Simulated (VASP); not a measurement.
**InSe (relaxed from the layer:beta-GaS structure): computed properties**

The numbers are results of PBEsol GGA, VASP's PBE PAW potentials (set 64) (plane waves; VASP 6.6.1), not measurements.

```
Item                                                                                                                 Value
---------------------------------------------  ---------------------------------------------------------------------------
space group                                                                                                    P-6m2 (187)
cell                                           a = 4.004 Å, b = 4.004 Å, c = 23.746 Å, α = 90.00°, β = 90.00°, γ = 120.00°
band gap (over mesh and band path)                                                                                 1.61 eV
smallest direct gap (over mesh and band path)                                                                      1.69 eV
band-edge character                                                                             indirect, K-Γ at 0.72 to Γ
```

```
CELL_PARAMETERS angstrom
      4.00436     0.00000     0.00000
     -2.00218     3.46788     0.00000
      0.00000     0.00000    23.74605
ATOMIC_POSITIONS crystal
  In 0.66667 0.33333 0.44158
  In 0.66667 0.33333 0.55842
  Se 0.33333 0.66667 0.38752
  Se 0.33333 0.66667 0.61248
```

The cell holds vacuum, so volume and density refer to the whole cell.  The cell holds a wide vacuum, so values per volume refer to the whole cell. Unless said otherwise, spin-orbit coupling is left out, though it shifts the bands of the heavy elements here.

The cell is a sheet with vacuum, built from a generated structure.
